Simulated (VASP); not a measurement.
```
Tm
1.0
    1.75935    -3.04729     0.00000
    1.75935     3.04729     0.00000
    0.00000     0.00000     5.43047
Tm
2
Direct
  0.33333   0.66667   0.25000
  0.66667   0.33333   0.75000
```

The numbers are results of optB86b-vdW, VASP's PBE PAW potentials (set 64) (plane waves; VASP 6.6.1), not measurements. Settings: 520 eV cut-off, Gaussian smearing of 0.050 eV, potentials Tm_3.

The 4f electrons are frozen in the core of the lanthanide potential, so 4f levels, which can set the real gap, and their magnetism are missing.

**Question.** Give the energies of bands 7 to 12 at the high-symmetry points, in eV from the Fermi level.

**Answer.** 
```json
[
 {"band": "7", "Γ": "-5.75", "M": "-2.21", "K": "-0.89", "A": "-4.03", "L": "-2.08", "H": "-0.63"},
 {"band": "8", "Γ": "-2.34", "M": "-1.44", "K": "-0.89", "A": "-4.03", "L": "-2.08", "H": "-0.63"},
 {"band": "9", "Γ": "1.18", "M": "-0.92", "K": "-0.85", "A": "1.19", "L": "0.13", "H": "-0.45"},
 {"band": "10", "Γ": "2.02", "M": "-0.18", "K": "-0.53", "A": "1.19", "L": "0.13", "H": "-0.45"},
 {"band": "11", "Γ": "2.02", "M": "1.65", "K": "1.31", "A": "1.91", "L": "1.57", "H": "0.52"},
 {"band": "12", "Γ": "2.58", "M": "1.74", "K": "1.31", "A": "1.91", "L": "1.57", "H": "0.52"}
]
```

It has no gap at this level: it comes out as a metal or semimetal.

The compound is Tm in the hcp structure. It was relaxed first.
